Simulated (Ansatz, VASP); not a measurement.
**BeBPd3: VASP beside Ansatz**

INCAR

```
SYSTEM = BeBPd3
PREC     = Accurate       ! precision mode
ENCUT    = 600            ! plane-wave cutoff, eV
EDIFF    = 1E-6           ! SCF threshold, eV
ISMEAR   = 0              ! smearing method
SIGMA    = 0.1            ! smearing width, eV
LREAL    = .False.        ! projectors in reciprocal space
LASPH    = .True.         ! aspherical terms in the spheres
NELM     = 100            ! most SCF steps
ALGO     = Normal         ! electronic algorithm
ISIF     = 3              ! what is computed and relaxed
LWAVE    = .False.        ! write WAVECAR
LCHARG   = .False.        ! write CHGCAR
GGA      = PE             ! functional
IBRION   = 2              ! ionic algorithm
NSW      = 100            ! ionic steps
EDIFFG   = -0.05          ! ionic threshold
```

The input KPOINTS:

```
Automatic mesh
0
Gamma
  6 6 6
  0 0 0
```

Contents of POSCAR:

```
BeBPd3
1.0
    3.8739625875      0.0000000000      0.0000000000
    0.0000000000      3.8739625875      0.0000000000
    0.0000000000      0.0000000000      3.8739625875
Be B Pd
1 1 3
Direct
    0.5000000000      0.5000000000      0.5000000000
    0.0000000000      0.0000000000      0.0000000000
    0.5000000000      0.0000000000      0.0000000000
    0.0000000000      0.5000000000      0.0000000000
    0.0000000000      0.0000000000      0.5000000000
```

Input for Ansatz:

```yaml
crystal:
  lattice:
    - [3.8739625875, 0.0, 0.0]
    - [0.0, 3.8739625875, 0.0]
    - [0.0, 0.0, 3.8739625875]
  atoms:
    - { symbol: Be, position: [0.5, 0.5, 0.5] }
    - { symbol: B, position: [0.0, 0.0, 0.0] }
    - { symbol: Pd, position: [0.5, 0.0, 0.0] }
    - { symbol: Pd, position: [0.0, 0.5, 0.0] }
    - { symbol: Pd, position: [0.0, 0.0, 0.5] }
basis:
  ecutwfc: 420
kpoints:
  mp_grid: { grid: [6, 6, 6] }
hamiltonian:
  xc: pbe
scf:
  occupations: { method: gaussian, width: 0.1 }
output:
  forces: true
  stress: true
  eigenvalues: true
relax:
  adjacent_minimum: "off"
  f_tol: 0.05
  max_steps: 80
  cell: { stress_tol: 0.5 }
```

The cell comes from a database or a generator and needn't be the stable form of this composition.

Alike in both runs: task relaxation of cell and atoms; functional PBE; k mesh 6 × 6 × 6; occupations gaussian, width 0.1 eV; no spin polarisation.

```csv
,VASP,Ansatz
version,VASP 6.6.1,Ansatz 0.2.0
potentials or method,"VASP PAW PBE potentials, release 64 (Be, B, Pd)","scalar-relativistic, plane waves, PAW"
plane-wave cutoff (eV),600,420
valence electrons in the cell,35,59
```

```csv
,VASP,Ansatz,Ansatz less VASP
"gap on the k mesh at the Fermi level, each at its own relaxed structure (eV)",none,none,-
relaxed volume (Å³/atom),13.71,13.66,-0.046
relaxed cell length with the largest relative difference (Å),4.093,4.088,-0.0046
energy change over the relaxation (meV/atom),-210,-208,+1.6
```

A gap of «none» marks a metal or a gap that the smearing closes. The two sets of potentials don't hold the same shells in valence.

Caveats: the volume moved by over 15 % at a fixed basis, so the end points are rough (VASP).
